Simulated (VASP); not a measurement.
Computed with TPSS meta-GGA, VASP's PBE PAW potentials (set 64) (plane waves; VASP).

The input files of a VASP run:

**POSCAR**
```
Co
1
    1.2459756801    -2.1580934096     0.0000000000
    1.2459756801     2.1580934096     0.0000000000
    0.0000000000     0.0000000000     4.0301626803
Co
2
Direct
  0.3333330000   0.6666670000   0.2500000000
  0.6666670000   0.3333330000   0.7500000000
```

### INCAR
```
ALGO = Normal
EDIFF = 1E-7
EDIFFG = -0.01
ENCUT = 520
IBRION = 2
ISIF = 4
ISMEAR = 1
ISPIN = 2
LASPH = .True.
LCHARG = .False.
LMAXMIX = 4
LMIXTAU = .True.
LORBIT = 10
LREAL = .False.
LWAVE = .False.
MAGMOM = 1.6 1.6
METAGGA = TPSS
NELM = 100
NSW = 30
PREC = Accurate
SIGMA = 0.1
SYSTEM = Co
```

**KPOINTS**
```
Regular mesh
0
gamma
  17 17 9
0 0 0
```

POTCAR, in this order: Co (PBE.64 set). Program: vasp_std.

Output

### OSZICAR
```
       N       E                     dE             d eps       ncg     rms          rms(c)
DAV:   1     0.920317052868E+02    0.92032E+02   -0.12141E+04  9992   0.243E+03
DAV:   2    -0.158600842543E+02   -0.10789E+03   -0.99982E+02 10327   0.310E+02
DAV:   3    -0.209534812507E+02   -0.50934E+01   -0.49304E+01 12546   0.947E+01
DAV:   4    -0.210447442507E+02   -0.91263E-01   -0.91232E-01 14717   0.134E+01
DAV:   5    -0.210482455357E+02   -0.35013E-02   -0.35012E-02 14745   0.195E+00    0.156E+01
DAV:   6    -0.236121071363E+02   -0.25639E+01   -0.22578E+03 10778   0.324E+04    0.571E+00
DAV:   7    -0.295607690900E+02   -0.59487E+01   -0.92759E+00 12026   0.271E+01    0.340E+00
DAV:   8    -0.296032260293E+02   -0.42457E-01   -0.74866E-02 15089   0.354E+00    0.903E-01
DAV:   9    -0.296043232821E+02   -0.10973E-02   -0.68079E-03 13008   0.957E-01    0.352E-01
DAV:  10    -0.296034489670E+02    0.87432E-03   -0.14327E-03 12391   0.601E-01    0.137E-01
DAV:  11    -0.296032988699E+02    0.15010E-03   -0.12627E-04 13401   0.143E-01    0.655E-02
DAV:  12    -0.296032909047E+02    0.79652E-05   -0.37916E-05 14497   0.680E-02    0.381E-02
DAV:  13    -0.296032891670E+02    0.17377E-05   -0.82684E-06 11759   0.459E-02    0.167E-02
DAV:  14    -0.296032873289E+02    0.18381E-05   -0.33381E-06 13031   0.298E-02    0.398E-03
DAV:  15    -0.296032875157E+02   -0.18679E-06   -0.19411E-07  8727   0.699E-03    0.185E-03
DAV:  16    -0.296032877134E+02   -0.19771E-06   -0.32468E-08  5706   0.222E-03    0.640E-04
DAV:  17    -0.296032877248E+02   -0.11338E-07   -0.13624E-08  5538   0.141E-03
   1 F= -.29603288E+02 E0= -.29603406E+02  d E =-.296033E+02  mag=     3.2905
       N       E                     dE             d eps       ncg     rms          rms(c)
DAV:   1    -0.296033312186E+02   -0.43505E-04   -0.14411E-03 11048   0.332E-01    0.401E-02
DAV:   2    -0.296033054408E+02    0.25778E-04   -0.20065E-05 13379   0.702E-02    0.203E-02
DAV:   3    -0.296032948319E+02    0.10609E-04   -0.11684E-05 11617   0.365E-02    0.565E-03
DAV:   4    -0.296032958058E+02   -0.97383E-06   -0.99973E-07 11373   0.131E-02    0.157E-03
DAV:   5    -0.296032954089E+02    0.39683E-06   -0.66570E-08  5657   0.479E-03    0.105E-03
DAV:   6    -0.296032951621E+02    0.24684E-06   -0.26133E-08  5314   0.212E-03    0.478E-04
DAV:   7    -0.296032950825E+02    0.79585E-07   -0.11950E-08  5223   0.121E-03
   2 F= -.29603295E+02 E0= -.29603416E+02  d E =-.735772E-05  mag=     3.2896
```

OUTCAR:
```
------------------------ aborting loop because EDIFF is reached ----------------------------------------
  FORCE on cell =-STRESS in cart. coord.  units (eV):
  Direction    XX          YY          ZZ          XY          YZ          ZX
  --------------------------------------------------------------------------------------
  Total       -0.8941287     -0.8941289     -0.8944193      0.0000000     -0.0000000      0.0000000
  in kB      -66.0964649    -66.0964782    -66.1179470      0.0000000     -0.0000000      0.0000000
  external PRESSURE =     -66.1036300 kB  Pullay stress =       0.0000000 kB
  volume of cell :       21.67
      direct lattice vectors                 reciprocal lattice vectors
     1.246286937 -2.158632513  0.000000000     0.401191720 -0.231628124  0.000000000
     1.246286937  2.158632513  0.000000000     0.401191720  0.231628124  0.000000000
    -0.000000000 -0.000000000  4.028149905    -0.000000000  0.000000000  0.248252926
 POSITION                                       TOTAL-FORCE (eV/Angst)
 -----------------------------------------------------------------------------------
      1.24629      0.71955      1.00704        -0.000000     -0.000000      0.000000
      1.24629     -0.71955      3.02111         0.000000      0.000000      0.000000
 -----------------------------------------------------------------------------------
    total drift:                               -0.000023     -0.000001     -0.000028
  FREE ENERGIE OF THE ION-ELECTRON SYSTEM (eV)
  ---------------------------------------------------
  free  energy   TOTEN  =       -29.6032950825 eV

  energy  without entropy=      -29.6036588101  energy(sigma->0) =      -29.60341633

 total charge

# of ion       s       p       d       tot
------------------------------------------
    1        0.487   0.526   7.242   8.254
    2        0.487   0.526   7.242   8.254
--------------------------------------------------
tot          0.973   1.051  14.483  16.508

 magnetization (x)

# of ion       s       p       d       tot
------------------------------------------
    1       -0.021  -0.059   1.731   1.651
    2       -0.021  -0.059   1.731   1.651
--------------------------------------------------
tot         -0.042  -0.117   3.462   3.303

 reached required accuracy - stopping structural energy minimisation
```
(Selected blocks of OUTCAR.)

CONTCAR:
```
Co
   1.00000000000000
     1.2462869369153671   -2.1586325126215207    0.0000000000000000
     1.2462869369153671    2.1586325126215207    0.0000000000000000
    -0.0000000000000000   -0.0000000000000000    4.0281499050789904
  Co
     2
Direct
     0.3333330000000032    0.6666669999999968    0.2500000000000000
     0.6666669999999968    0.3333330000000032    0.7500000000000000
```

The compound is Co in the hcp structure. This cell is one point of a volume scan, at 1.03 of the reference volume. Symmetry was kept, so distortions that lower it aren't found.
